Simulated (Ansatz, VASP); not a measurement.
# GeH (Ge wire along [111], 24 atoms a period, H-terminated): VASP beside Ansatz, part 2 of 2

Aim: how closely do two programs agree when they are given the same cell, functional and k mesh? The structure shown is the start of the Ansatz relaxation below; VASP solves that cell, so the two are compared at the walk's first step.

VASP 6.6.1 and Ansatz 0.2.0.

So far: The starting structure; Ansatz: relaxation, PBE.

## 3. VASP: single point, PBE, start cell

Level of this step: PBE; plane waves and PAW (Ge_d, H) (VASP).

The same cell, functional, mesh and smearing now go to VASP, with its own data sets.

Lines of VASP's logs that name or quote its potential files are left out, and so is its time.

Contents of INCAR:

```
SYSTEM = GeH
PREC = Accurate
ENCUT = 410
EDIFF = 1E-06
NELM = 120
ISMEAR = -1
SIGMA = 0.05
LREAL = Auto
ALGO = Normal
GGA = PE
NBANDS = 216
LORBIT = 11
LWAVE = .FALSE.
LCHARG = .FALSE.
ISIF = 2
LASPH = .TRUE.
GGA_COMPAT = .FALSE.
EFERMI = MIDGAP
KPAR = 4
```

Contents of POSCAR:

```
GeH
1.0
   15.4570000000      0.0000000000      0.0000000000
    0.0000000000     16.7960000000      0.0000000000
    0.0000000000      0.0000000000      9.9766130000
Ge H
24 24
Direct
    0.3023701236      0.5000000000      1.0000000000
    0.4341205926      0.7100062515      1.0000000000
    0.3023701236      0.5000000000      0.2499999749
    0.4341205926      0.2899937485      0.2499999749
    0.4341205926      0.7100062515      0.2499999749
    0.5658711264      0.5000000000      0.2499999749
    0.3023701236      0.6400041677      0.3333333667
    0.4341205926      0.4299979162      0.3333333667
    0.5658711264      0.6400041677      0.3333333667
    0.6976215954      0.4299979162      0.3333333667
    0.3023701236      0.6400041677      0.5833333416
    0.4341205926      0.4299979162      0.5833333416
    0.5658711264      0.6400041677      0.5833333416
    0.6976215954      0.4299979162      0.5833333416
    0.3023701236      0.3599958323      0.6666666332
    0.4341205926      0.5700020838      0.6666666332
    0.5658711264      0.3599958323      0.6666666332
    0.6976215954      0.5700020838      0.6666666332
    0.3023701236      0.3599958323      0.9166666082
    0.4341205926      0.5700020838      0.9166666082
    0.5658711264      0.3599958323      0.9166666082
    0.6976215954      0.5700020838      0.9166666082
    0.4341205926      0.2899937485      1.0000000000
    0.5658711264      0.5000000000      1.0000000000
    0.2199650644      0.6837878662      0.2812114692
    0.6482761209      0.6837878662      0.2812114692
    0.6976215954      0.3424305192      0.2812114692
    0.7800266546      0.4737816147      0.2812114692
    0.2199650644      0.4562163015      0.3021218724
    0.3517155981      0.2462100500      0.3021218724
    0.4341205926      0.7975736485      0.3021218724
    0.5165256518      0.2462100500      0.3021218724
    0.2199650644      0.4037795308      0.6145447358
    0.3023701236      0.2724284353      0.6145447358
    0.5658711264      0.2724284353      0.6145447358
    0.7800266546      0.6137857823      0.6145447358
    0.2199650644      0.5962204692      0.6354552392
    0.3023701236      0.7275715647      0.6354552392
    0.5658711264      0.7275715647      0.6354552392
    0.7800266546      0.3862142177      0.6354552392
    0.2199650644      0.5437836985      0.9478781025
    0.3517155981      0.7537899500      0.9478781025
    0.4341205926      0.2024263515      0.9478781025
    0.5165256518      0.7537899500      0.9478781025
    0.2199650644      0.3162121338      0.9687885056
    0.6482761209      0.3162121338      0.9687885056
    0.6976215954      0.6575694808      0.9687885056
    0.7800266546      0.5262183853      0.9687885056
```

Contents of KPOINTS:

```
Automatic mesh
0
Gamma
1 1 9
0 0 0
```

Potentials, in the order of the species: Ge_d and H (PBE family, release 64).

The run is started by

```console
mpirun -np 8 vasp_std
```

Numbers of over 12 decimals in the logs are rounded to 6 here.

Log:

```text
[banner, memory and clock lines left out]
running    8 mpi-ranks, on    1 nodes
[...]
|                                                                             |
|           W    W    AA    RRRRR   N    N  II  N    N   GGGG   !!!           |
|           W    W   A  A   R    R  NN   N  II  NN   N  G    G  !!!           |
|           W    W  A    A  R    R  N N  N  II  N N  N  G       !!!           |
|           W WW W  AAAAAA  RRRRR   N  N N  II  N  N N  G  GGG   !            |
|           WW  WW  A    A  R   R   N   NN  II  N   NN  G    G                |
|           W    W  A    A  R    R  N    N  II  N    N   GGGG   !!!           |
|                                                                             |
|     For optimal performance we recommend to set                             |
|       NCORE = 2 up to number-of-cores-per-socket                            |
|     NCORE specifies how many cores store one orbital (NPAR=cpu/NCORE).      |
|     This setting can greatly improve the performance of VASP for DFT.       |
|     The default, NCORE=1 might be grossly inefficient on modern             |
|     multi-core architectures or massively parallel machines. Do your        |
|     Unfortunately you need to use the default for GW and RPA                |
|     calculations (for HF NCORE is supported but not extensively tested      |
|     yet).                                                                   |
|                                                                             |

 LDA part: xc-table for (Slater+PW92), standard interpolation
 POSCAR, INCAR and KPOINTS ok, starting setup
[...]
entering main loop
       N       E                     dE             d eps       ncg     rms          rms(c)
DAV:   1     0.353627395681E+04    0.35363E+04   -0.15410E+05  2312   0.200E+03
DAV:   2     0.426100687384E+03   -0.31102E+04   -0.30244E+04  2880   0.470E+02
DAV:   3    -0.144299976089E+03   -0.57040E+03   -0.56265E+03  3008   0.203E+02
DAV:   4    -0.189275100328E+03   -0.44975E+02   -0.44714E+02  2488   0.630E+01
[...]
DAV:  24    -0.184219216475E+03   -0.94451E-05   -0.12342E-06  1672   0.913E-03    0.713E-04
DAV:  25    -0.184219218289E+03   -0.18144E-05   -0.71268E-07  1576   0.155E-02    0.280E-04
DAV:  26    -0.184219219171E+03   -0.88175E-06   -0.40035E-07  1456   0.306E-03
   1 F= -.18421922E+03 E0= -.18421922E+03  d E =-.860432E-10
```

From OUTCAR (step 3):

```text
  Total      -11.9078936    -11.8834497     -9.6377953      0.0000000     -0.0048118      0.0000000
  in kB       -7.3659935     -7.3508729     -5.9617544      0.0000000     -0.0029765      0.0000000
  external PRESSURE =      -6.8928736 kB  Pullay stress =       0.0000000 kB

 POSITION                                       TOTAL-FORCE (eV/Angst)
 -----------------------------------------------------------------------------------
      4.67374      8.39800      0.00000         0.142328     -0.205515      0.109891
      6.71020     11.92527      0.00000        -0.004123     -0.107474      0.186947
      4.67374      8.39800      2.49415         0.142328      0.205515     -0.109891
      6.71020      4.87073      2.49415        -0.004123      0.107474     -0.186947
      6.71020     11.92527      2.49415        -0.019219     -0.208299     -0.163781
      8.74667      8.39800      2.49415         0.091452      0.004430      0.043015
      4.67374     10.74951      3.32554         0.189468     -0.090448      0.161511
      6.71020      7.22225      3.32554        -0.050428     -0.077319     -0.045072
      8.74667     10.74951      3.32554        -0.245572     -0.020557      0.107478
     10.78314      7.22225      3.32554        -0.093882      0.051823      0.185119
      4.67374     10.74951      5.81969         0.095712     -0.053371     -0.188723
      6.71020      7.22225      5.81969        -0.043094     -0.080765      0.041295
      8.74667     10.74951      5.81969         0.110495     -0.226086     -0.111925
     10.78314      7.22225      5.81969        -0.173109      0.116248     -0.165311
[...]
-----------------------------------------------------------------------------------
    total drift:                                0.000361     -0.000000     -0.000022

  FREE ENERGIE OF THE ION-ELECTRON SYSTEM (eV)
  ---------------------------------------------------
  free  energy   TOTEN  =      -184.2192191712 eV

  energy  without entropy=     -184.2192191712  energy(sigma->0) =     -184.21921917

[... 3 further parts left out ...]
[key lines of the parts left out:]
E-fermi :  -1.8463
```

The gap is read on the k-mesh alone, so it is an upper bound where the band edges lie off the mesh.

## 4. Comparison

Known differences besides the potentials themselves: the cutoff is 420 eV in Ansatz and 410 eV in VASP (PREC = Accurate, projectors in real space). Total energies have different zeros and are not compared.

Forces on 10 of the 48 atoms, those with the largest forces and the largest differences (eV/Å; atoms numbered as in POSCAR):

```csv
atom,"Ansatz x, y, z","VASP x, y, z"
Ge1,"0.156, -0.214, 0.116","0.142, -0.206, 0.110"
Ge3,"0.156, 0.214, -0.116","0.142, 0.206, -0.110"
Ge4,"-0.001, 0.126, -0.199","-0.004, 0.107, -0.187"
Ge9,"-0.263, -0.028, 0.115","-0.246, -0.021, 0.107"
Ge10,"-0.108, 0.064, 0.199","-0.094, 0.052, 0.185"
Ge13,"0.107, -0.242, -0.116","0.110, -0.226, -0.112"
Ge14,"-0.186, 0.127, -0.169","-0.173, 0.116, -0.165"
Ge17,"0.107, 0.242, 0.116","0.110, 0.226, 0.112"
Ge21,"-0.263, 0.028, -0.115","-0.246, 0.021, -0.107"
Ge22,"-0.108, -0.064, -0.199","-0.094, -0.052, -0.185"
```

The forces differ by 11 meV/Å r.m.s., which is 9.6 % of the r.m.s. force of 0.113 eV/Å (both taken over all components).

## 5. Outcome

- r.m.s. force difference (single point, PBE, start cell): 11 meV/Å

What this shows: The r.m.s. force difference is 11 meV/Å (single point, PBE, start cell), within the 12 meV/Å picked in this series as the mark of a large difference. VASP runs on this material, other cells of it included, that failed, so that no pair exists: single point, PBE (timeout). Such differences can come from data sets, numerical settings and the points named under the comparisons, not from the functional's error against experiment.

[Lines on the potential files, build, host, timing and source positions are cut from VASP's logs without a mark.]

[Logs are printed without paths, hosts, clocks, repeated set-up lines and the standing remarks that a program may print on its own settings, such as how far it seeks lower states.]

[Hosts, paths, dates, database ids (printed as entryN), source tags and the programs' standing remarks are cut or masked in the printed files.]
